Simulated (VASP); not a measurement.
Consider the following.

```
CELL_PARAMETERS angstrom
      1.75667    -3.04265     0.00000
      1.75667     3.04265     0.00000
      0.00000     0.00000     5.48442
ATOMIC_POSITIONS crystal
  Lu 0.33333 0.66667 0.25000
  Lu 0.66667 0.33333 0.75000
```

These are PBE GGA, VASP's PBE PAW potentials (set 64) (plane waves; VASP) values and carry that method's errors. Numerical set-up: 480 eV cut-off, 12×12×6 Γ-centred mesh, first-order Methfessel-Paxton smearing of 0.10 eV, potentials Lu_3.

Energy and stress use the plane-wave basis of the starting cell.

Task: The ions, cell shape and volume at an external pressure of 10.0 GPa are relaxed. What does this cell relax into?

Result: 
```
CELL_PARAMETERS angstrom
      1.67031    -2.89306     0.00000
      1.67031     2.89306     0.00000
      0.00000     0.00000     5.17299
ATOMIC_POSITIONS crystal
  Lu 0.33333 0.66667 0.25000
  Lu 0.66667 0.33333 0.75000
```
Space group P6_3/mmc (194), at a tolerance of 0.03 Å.

Task: How do energy and volume change from the first to the last step?

Result: The energy (σ→0) changes by +121.3 meV/atom and the volume by -14.7 %, in 7 ionic steps.

```csv
step,E(σ→0) (eV),max force (eV/Å),pressure (GPa),volume (Å³)
1,-8.9084,0.000,0.06,58.63
2,-8.1578,0.000,20.38,44.51
3,-8.6705,0.000,9.92,50.07
4,-8.6603,0.000,10.17,49.91
5,-8.6716,0.000,9.90,50.09
6,-8.6726,0.000,9.87,50.10
7,-8.6659,0.000,10.03,49.99
```

The compound is Lu in the hcp structure. This run relaxes it under an external pressure of 10 GPa. Symmetry was kept, so distortions that lower it aren't found.
